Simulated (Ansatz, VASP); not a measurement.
## AlGa in VASP and in Ansatz

```xyz
2
Lattice="0.0000 2.6865 2.6865 2.6865 0.0000 2.6865 2.6865 2.6865 0.0000" Properties=species:S:1:pos:R:3 pbc="T T T"
Al    2.6865    2.6865    2.6865
Ga    0.0000    0.0000    0.0000
```

Alike in both runs: functional PBE; k mesh 6 × 6 × 6; occupations gaussian, width 0.1 eV; no spin polarisation.

Ansatz relaxed the structure, and its values are those at the end. VASP's run is a single point on that final structure, the one shown.

|  | VASP | Ansatz |
| --- | --- | --- |
| version | VASP 6.6.1 | Ansatz 0.2.0 |
| potentials or method | VASP PAW PBE potentials, release 64 (Al, Ga_d) | scalar-relativistic, plane waves, PAW |
| plane-wave cutoff (eV) | 520 | 420 |
| valence electrons in the cell | 16 | 16 |

```csv
,VASP,Ansatz,Ansatz less VASP
gap on the k mesh at the Fermi level (eV),none,none,-
pressure (GPa),0.2,0.3,+0.02
```

A gap of «none» marks a metal or a gap that the smearing closes. With one functional, cell and mesh, what is left measures potentials, basis and numerics.
